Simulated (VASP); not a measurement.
VASP ran on this input.

**INCAR**
```
SYSTEM = BaS
PREC = Accurate
ENCUT = 480
EDIFF = 1E-6
NELM = 100
ALGO = Normal
LREAL = .FALSE.
LASPH = .TRUE.
ISMEAR = 0
SIGMA = 0.05
GGA = PE
LMAXMIX = 4
LWAVE = .FALSE.
LCHARG = .FALSE.
IBRION = 2
ISIF = 3
NSW = 60
EDIFFG = -0.01
```

KPOINTS:
```
Automatic mesh
0
Gamma
7 7 7
0 0 0
```

POSCAR:
```
BaS
1
    0.0000000000     3.2279510243     3.2279510243
    3.2279510243     0.0000000000     3.2279510243
    3.2279510243     3.2279510243     0.0000000000
Ba S
1 1
Direct
  0.0000000000   0.0000000000   0.0000000000
  0.5000000000   0.5000000000   0.5000000000
```

POTCAR, in this order: Ba_sv S (PBE.64 set). Program: vasp_std.

**Question.** Write an equivalent input for Ansatz.

**Answer.** One equivalent input (not run):
Ansatz 0.2 input:
```yaml
crystal:
  lattice:
    - [0.0000000, 3.2279510, 3.2279510]
    - [3.2279510, 0.0000000, 3.2279510]
    - [3.2279510, 3.2279510, 0.0000000]
  atoms:
    - { symbol: Ba, position: [0.0000000, 0.0000000, 0.0000000] }
    - { symbol: S, position: [0.5000000, 0.5000000, 0.5000000] }
kpoints:
  mp_grid: { grid: [7, 7, 7] }
hamiltonian:
  xc: pbe
  pseudopotentials: { kind: paw }
scf:
  occupations: { method: gaussian, width: 0.05 }
  max_iter: 100
relax:
  max_steps: 60
  f_tol: 0.01
  cell: {}
output: { forces: true, stress: true, eigenvalues: true }
```
Limits of the translation: each code has its own PAW files, so the cut-off isn't converted (ENCUT is set for VASP's; basis.ecutwfc is left out, and Ansatz then takes the one that its files recommend); Ansatz stops its SCF on the density residual and VASP on the energy change (EDIFF).

The compound is BaS in the rock salt structure. It was relaxed first. The start is the result of an earlier pass.
